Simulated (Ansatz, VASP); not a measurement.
## Two plane-wave programs on SiAs3

```
Si As
1.0
     5.31399    0.00000    0.00000
     0.00000    5.31399    0.00000
     0.00000    0.00000    5.31399
Si As
2 6
Direct
  0.00000 0.00000 0.00000
  0.50000 0.50000 0.50000
  0.25000 0.00000 0.50000
  0.75000 0.00000 0.50000
  0.00000 0.50000 0.25000
  0.00000 0.50000 0.75000
  0.50000 0.75000 0.00000
  0.50000 0.25000 0.00000
```

Change from the starting cell: species swapped into the Mo3Os type (Pm-3n, No. 223).

Alike in both runs: functional PBE; k mesh 8 × 8 × 8; occupations gaussian, width 0.1 eV; no spin polarisation.

Ansatz relaxed the structure, and its values are those at the end. VASP's run is a single point on that final structure, the one shown.

|  | VASP | Ansatz |
| --- | --- | --- |
| version | VASP 6.6.1 | Ansatz 0.2.0 |
| potentials or method | VASP PAW PBE potentials, release 64 (Si, As) | scalar-relativistic, plane waves, PAW |
| plane-wave cutoff (eV) | 520 | 420 |
| valence electrons in the cell | 38 | 98 |

```tsv
	VASP	Ansatz	Ansatz less VASP
gap on the k mesh at the Fermi level (eV)	none	none	-
pressure (GPa)	0.1	0.0	-0.09
```

A gap of «none» marks a metal or a gap that the smearing closes. The two sets of potentials don't hold the same shells in valence.
